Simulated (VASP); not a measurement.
All values below come from PBE GGA, VASP's PBE PAW potentials (set 64) (plane waves; VASP 6.6.1).

Input for VASP

INCAR:
```
ENCUT = 400   # plane-wave cut-off (eV)
ALGO = Normal   # blocked Davidson
LWAVE = .False.
PREC = Accurate
MAGMOM = 1.8 1.8
LASPH = .True.   # aspherical one-centre terms
ISPIN = 2
GGA = PE   # PBE
ISMEAR = -4
LORBIT = 10
LMAXMIX = 4   # l cut-off of mixed one-centre charges
LCHARG = .False.
NELM = 100   # most electronic steps
EDIFF = 1E-6
SYSTEM = Co
ISIF = 2   # forces and stress, cell fixed
LREAL = .False.   # projection in real space or not
```

### POSCAR
```
Co
1
    1.2801000000    -2.2171980000     0.0000000000
    1.2801000000     2.2171980000     0.0000000000
    0.0000000000     0.0000000000     4.1514000000
Co
2
Direct
  0.3333330000   0.6666670000   0.2500000000
  0.6666670000   0.3333330000   0.7500000000
```

File KPOINTS:
```
kpoints
0
Gamma
15 15 8
```

POTCAR, in this order: Co (PBE.64 set). Program: vasp_std.

### Question
What will the output report for the number of irreducible k-points (NKPTS), number of bands (NBANDS), largest plane-wave count, number of space-group operations, FFT grid (NGX, NGY, NGZ)?

### Answer

number of irreducible k-points (NKPTS): 135
number of bands (NBANDS): 15
largest plane-wave count: 458
number of space-group operations: 24
FFT grid (NGX, NGY, NGZ): 18 × 18 × 28

The compound is Co in the hcp structure. The cell was not relaxed at this level. The run is one of a series of settings (ISMEAR = -4, SIGMA removed against the base run), some of them coarse on purpose.
